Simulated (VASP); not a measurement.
# LaCoPO (P4/nmm) in VASP: equation of state, part 2 of 2

VASP 6.6.1. Earlier steps stand in the parts before.

**3. Equation of state, PBE, collinear spin, ferromagnetic start, 15.80 Å³/atom (volume scaled by 0.96)**

Input file INCAR:

```
PREC = Accurate
ENCUT = 520
EDIFF = 1E-7
ISMEAR = -1
SIGMA = 0.05
LREAL = F
LASPH = T
NELM = 120
ALGO = Normal
ISIF = 2
LWAVE = F
LCHARG = F
ISPIN = 2
MAGMOM = 0 0 2 2 0 0 0 0
LORBIT = 11
LMAXMIX = 6
GGA = PE
NBANDS = 45
```

Input file KPOINTS:

```
regular mesh
0
Gamma
  7 7 4
```

Input file POSCAR:

```
LaCoPO
1.0
    3.9373134956      0.0000000000      0.0000000000
    0.0000000000      3.9373134956      0.0000000000
    0.0000000000      0.0000000000      8.1532241179
La Co P O
2 2 2 2
Direct
    0.5000000000      0.0000000000      0.1531320000
    0.0000000000      0.5000000000      0.8468680000
    0.0000000000      0.0000000000      0.5000000000
    0.5000000000      0.5000000000      0.5000000000
    0.0000000000      0.5000000000      0.3816310000
    0.5000000000      0.0000000000      0.6183690000
    0.5000000000      0.5000000000      0.0000000000
    0.0000000000      0.0000000000      0.0000000000
```

Potentials or basis: VASP PAW PBE potentials, release 64 (La, Co, P, O).

Command:

```
cat potpaw_PBE.64/La/POTCAR potpaw_PBE.64/Co/POTCAR potpaw_PBE.64/P/POTCAR potpaw_PBE.64/O/POTCAR > POTCAR
mpirun -np 1 vasp_std > vasp.out
```

Run time: 6.6 min. Hardware: 1 thread of Intel Xeon 6975P-C (Granite Rapids), shared host; peak memory 0.47 GiB.

The run converged. Its results:

```
Free energy                                           : -60.3033 eV
Pressure                                              : 6.5 GPa
Largest force                                         : 1.128 eV/Å
Band gap on the k mesh                                : none (metal or under the smearing width)
Net moment                                            : 1.14 μB per cell
Site moments                                          : La -0.00; Co +0.57; P +0.01; O +0.00 μB
Valence electrons inside the program's atomic spheres : La 8.68; Co 8.55; P 2.52; O 5.06
```

Caveat: semilocal functionals often make such compounds metallic where correlation or magnetic order opens a gap, which also shifts bond lengths; forces of over 1 eV/Å show positions far from the minimum, so gaps and moduli don't describe the material at rest.

**4. Equation of state, PBE, collinear spin, ferromagnetic start, 16.13 Å³/atom (volume scaled by 0.98)**

Input file INCAR:

```
SYSTEM = LaCoPO
PREC = Accurate
ENCUT = 520
EDIFF = 1E-7
ISMEAR = -1
SIGMA = 0.05
LREAL = .False.
LASPH = .True.
NELM = 100
ALGO = Normal
ISIF = 2
LWAVE = .False.
LCHARG = .False.
ISPIN = 2
MAGMOM = 0 0 2 2 0 0 0 0
LORBIT = 11
LMAXMIX = 6
GGA = PE
NBANDS = 45
```

Input file KPOINTS:

```
regular mesh
0
Gamma
  7 7 4
  0 0 0
```

POSCAR, as its differences from that of step 3:

```diff
@@ -2,5 +2,5 @@
 1.0
-    3.9373134956      0.0000000000      0.0000000000
-    0.0000000000      3.9373134956      0.0000000000
-    0.0000000000      0.0000000000      8.1532241179
+    3.9644682398      0.0000000000      0.0000000000
+    0.0000000000      3.9644682398      0.0000000000
+    0.0000000000      0.0000000000      8.2094550266
 La Co P O
```

Command:

```
cat potpaw_PBE.64/La/POTCAR potpaw_PBE.64/Co/POTCAR potpaw_PBE.64/P/POTCAR potpaw_PBE.64/O/POTCAR > POTCAR
mpirun -np 1 vasp_std > vasp.out
```

Run time: 7.5 min. Hardware: 1 thread of Intel Xeon 6975P-C (Granite Rapids), shared host; peak memory 0.48 GiB.

It converged, with:

* Free energy: -60.3850 eV
* Pressure: 3.4 GPa
* Largest force: 0.910 eV/Å
* Band gap on the k mesh: none (metal or under the smearing width)
* Net moment: 1.17 μB per cell
* Site moments: La -0.00; Co +0.58; P +0.01; O +0.00 μB
* Valence electrons inside the program's atomic spheres: La 8.64; Co 8.50; P 2.50; O 5.05

Caveat: semilocal functionals often make such compounds metallic where correlation or magnetic order opens a gap, which also shifts bond lengths.

**5. Equation of state, PBE, collinear spin, ferromagnetic start, 16.79 Å³/atom (volume scaled by 1.02)**

Input file INCAR:

```
PREC     = Accurate       # precision mode
ENCUT    = 520            # plane-wave cutoff, eV
EDIFF    = 1E-7           # SCF threshold, eV
ISMEAR   = -1             # smearing method
SIGMA    = 0.05           # smearing width, eV
LREAL    = F              # projectors in reciprocal space
LASPH    = T              # aspherical terms in the spheres
NELM     = 100            # most SCF steps
ALGO     = Normal         # electronic algorithm
ISIF     = 2              # what is computed and relaxed
LWAVE    = F              # write WAVECAR
LCHARG   = F              # write CHGCAR
ISPIN    = 2              # spin polarisation
MAGMOM   = 0 0 2 2 0 0 0 0 # initial moments
LORBIT   = 11             # projections on sites
LMAXMIX  = 6              # l up to which the mixer works
GGA      = PE             # functional
NBANDS   = 45             # bands
```

Input file KPOINTS:

```
Automatic mesh
0
Gamma
  7 7 4
```

POSCAR, as its differences from that of step 4:

```diff
@@ -2,5 +2,5 @@
 1.0
-    3.9644682398      0.0000000000      0.0000000000
-    0.0000000000      3.9644682398      0.0000000000
-    0.0000000000      0.0000000000      8.2094550266
+    4.0176889293      0.0000000000      0.0000000000
+    0.0000000000      4.0176889293      0.0000000000
+    0.0000000000      0.0000000000      8.3196622044
 La Co P O
```

Command:

```
cat potpaw_PBE.64/La/POTCAR potpaw_PBE.64/Co/POTCAR potpaw_PBE.64/P/POTCAR potpaw_PBE.64/O/POTCAR > POTCAR
mpirun -np 1 vasp_std > vasp.out
```

Run time: 7.7 min. Hardware: 1 thread of Intel Xeon 6975P-C (Granite Rapids), shared host; peak memory 0.48 GiB.

It converged, with:

- Free energy: -60.4074 eV
- Pressure: -1.9 GPa
- Largest force: 0.524 eV/Å
- Band gap on the k mesh: none (metal or under the smearing width)
- Net moment: 1.23 μB per cell
- Site moments: La -0.00; Co +0.61; P +0.01; O +0.00 μB
- Valence electrons inside the program's atomic spheres: La 8.59; Co 8.42; P 2.48; O 5.03

Caveat: semilocal functionals often make such compounds metallic where correlation or magnetic order opens a gap, which also shifts bond lengths.

**6. Equation of state, PBE, collinear spin, ferromagnetic start, 17.12 Å³/atom (volume scaled by 1.04)**

Input file INCAR:

```
PREC = Accurate
ENCUT = 520
EDIFF = 1E-7
ISMEAR = -1
SIGMA = 0.05
LREAL = F
LASPH = T
NELM = 120
ALGO = Normal
ISIF = 2
LWAVE = F
LCHARG = F
ISPIN = 2
MAGMOM = 0 0 2 2 0 0 0 0
LORBIT = 11
LMAXMIX = 6
GGA = PE
NBANDS = 45
```

Input file KPOINTS:

```
regular mesh
0
Gamma
  7 7 4
```

POSCAR, as its differences from that of step 5:

```diff
@@ -2,5 +2,5 @@
 1.0
-    4.0176889293      0.0000000000      0.0000000000
-    0.0000000000      4.0176889293      0.0000000000
-    0.0000000000      0.0000000000      8.3196622044
+    4.0437785495      0.0000000000      0.0000000000
+    0.0000000000      4.0437785495      0.0000000000
+    0.0000000000      0.0000000000      8.3736874988
 La Co P O
```

Potentials or basis: VASP PAW PBE potentials, release 64 (La, Co, P, O).

Command:

```
cat potpaw_PBE.64/La/POTCAR potpaw_PBE.64/Co/POTCAR potpaw_PBE.64/P/POTCAR potpaw_PBE.64/O/POTCAR > POTCAR
mpirun -np 1 vasp_std > vasp.out
```

It took 5.9 min on 1 thread of Intel Xeon 6975P-C (Granite Rapids), shared host; peak memory 0.48 GiB.

The run converged. Its results:

```
Free energy                                           : -60.3576 eV
Pressure                                              : -4.2 GPa
Largest force                                         : 0.572 eV/Å
Band gap on the k mesh                                : none (metal or under the smearing width)
Net moment                                            : 1.25 μB per cell
Site moments                                          : La -0.00; Co +0.63; P +0.01; O +0.00 μB
Valence electrons inside the program's atomic spheres : La 8.56; Co 8.38; P 2.48; O 5.02
```

Caveat: semilocal functionals often make such compounds metallic where correlation or magnetic order opens a gap, which also shifts bond lengths.

**7. Equation of state, PBE, collinear spin, ferromagnetic start, 17.45 Å³/atom (volume scaled by 1.06)**

Input file INCAR:

```
PREC     = Accurate       # precision mode
ENCUT    = 520            # plane-wave cutoff, eV
EDIFF    = 1E-7           # SCF threshold, eV
ISMEAR   = -1             # smearing method
SIGMA    = 0.05           # smearing width, eV
LREAL    = False          # projectors in reciprocal space
LASPH    = True           # aspherical terms in the spheres
NELM     = 150            # most SCF steps
ALGO     = Normal         # electronic algorithm
ISIF     = 2              # what is computed and relaxed
LWAVE    = False          # write WAVECAR
LCHARG   = False          # write CHGCAR
ISPIN    = 2              # spin polarisation
MAGMOM   = 0 0 2 2 0 0 0 0 # initial moments
LORBIT   = 11             # projections on sites
LMAXMIX  = 6              # l up to which the mixer works
GGA      = PE             # functional
NBANDS   = 45             # bands
```

Input file KPOINTS:

```
Automatic mesh
0
Gamma
  7 7 4
```

POSCAR, as its differences from that of step 6:

```diff
@@ -2,5 +2,5 @@
 1.0
-    4.0437785495      0.0000000000      0.0000000000
-    0.0000000000      4.0437785495      0.0000000000
-    0.0000000000      0.0000000000      8.3736874988
+    4.0695357952      0.0000000000      0.0000000000
+    0.0000000000      4.0695357952      0.0000000000
+    0.0000000000      0.0000000000      8.4270245260
 La Co P O
```

Command:

```
cat potpaw_PBE.64/La/POTCAR potpaw_PBE.64/Co/POTCAR potpaw_PBE.64/P/POTCAR potpaw_PBE.64/O/POTCAR > POTCAR
mpirun -np 1 vasp_std > vasp.out
```

It took 7.1 min on 1 thread of Intel Xeon 6975P-C (Granite Rapids), shared host; peak memory 0.48 GiB.

Results (log left out):

| Quantity | Value |
| --- | --- |
| Free energy | -60.2724 eV |
| Pressure | -6.2 GPa |
| Largest force | 0.765 eV/Å |
| Band gap on the k mesh | none (metal or under the smearing width) |
| Net moment | 1.28 μB per cell |
| Site moments | La +0.00; Co +0.64; P +0.01; O +0.00 μB |
| Valence electrons inside the program's atomic spheres | La 8.53; Co 8.34; P 2.47; O 5.01 |

Caveat: semilocal functionals often make such compounds metallic where correlation or magnetic order opens a gap, which also shifts bond lengths.

**8. Equation of state, PBE, collinear spin, ferromagnetic start**

This step only gathers the single runs of the series.

Results:

```yaml
Equilibrium_volume: 16.54 Å³/atom
Bulk_modulus_at_fixed_shape_and_positions: 130 GPa
Pressure_derivative_of_the_bulk_modulus: 4.4
```

Energy against volume, from the lowest point:
```
volume (Å³/atom)  energy (meV/atom)
          15.470              31.32
          15.799              14.35
          16.129               4.14
          16.458               0.00
          16.787               1.33
          17.116               7.56
          17.445              18.21
```

Caveat: the cell was scaled at fixed shape and fractional positions, which overstates the stiffness of a crystal with free parameters, most of all of layers and chains. Spin-orbit coupling is left out, which matters for the levels of La.
